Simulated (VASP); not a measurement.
Input for VASP

### INCAR
```
SYSTEM = MnO
PREC = Accurate; ENCUT = 520; LREAL = F
LASPH = T
EDIFF = 1E-6; NELM = 100; ALGO = Normal
LMAXMIX = 4
ISMEAR = 0; SIGMA = 0.05
GGA = PE
MAGMOM = 5.0 -5.0 0.0 0.0
ISPIN = 2
ISIF = 2
LWAVE = F; LCHARG = F; LORBIT = 10
```

**POSCAR**
```
MnO
1
    4.5288000000     2.2644000000     2.2644000000
    2.2644000000     4.5288000000     2.2644000000
    2.2644000000     2.2644000000     4.5288000000
Mn O
2 2
Direct
  0.0000000000   0.0000000000   0.0000000000
  0.5000000000   0.5000000000   0.5000000000
  0.2500000000   0.2500000000   0.2500000000
  0.7500000000   0.7500000000   0.7500000000
```

KPOINTS:
```
Automatic mesh
0
Gamma
7 7 7
0 0 0
```

POTCAR, in this order: Mn_pv O (PBE.64 set). Program: vasp_std.

**Question.** Write an equivalent input for Ansatz.

**Answer.** One equivalent input (not run):
Ansatz 0.2 input:
```yaml
crystal:
  lattice:
    - [4.5288000, 2.2644000, 2.2644000]
    - [2.2644000, 4.5288000, 2.2644000]
    - [2.2644000, 2.2644000, 4.5288000]
  atoms:
    - { symbol: Mn, position: [0.0000000, 0.0000000, 0.0000000], spin: 5 }
    - { symbol: Mn, position: [0.5000000, 0.5000000, 0.5000000], spin: -5 }
    - { symbol: O, position: [0.2500000, 0.2500000, 0.2500000] }
    - { symbol: O, position: [0.7500000, 0.7500000, 0.7500000] }
kpoints:
  mp_grid: { grid: [7, 7, 7] }
hamiltonian:
  xc: pbe
  pseudopotentials: { kind: paw }
magnetization: { spin_polarized: true }
scf:
  occupations: { method: gaussian, width: 0.05 }
  max_iter: 100
output: { forces: true, stress: true, eigenvalues: true }
```
The two are equivalent in intent, not identical: each code has its own PAW files, so the cut-off isn't converted (ENCUT is set for VASP's; basis.ecutwfc is left out, and Ansatz then takes the one that its files recommend); Ansatz stops its SCF on the density residual and VASP on the energy change (EDIFF).

The compound is MnO in the rock salt, AFM-II order structure. The cell was not relaxed at this level.
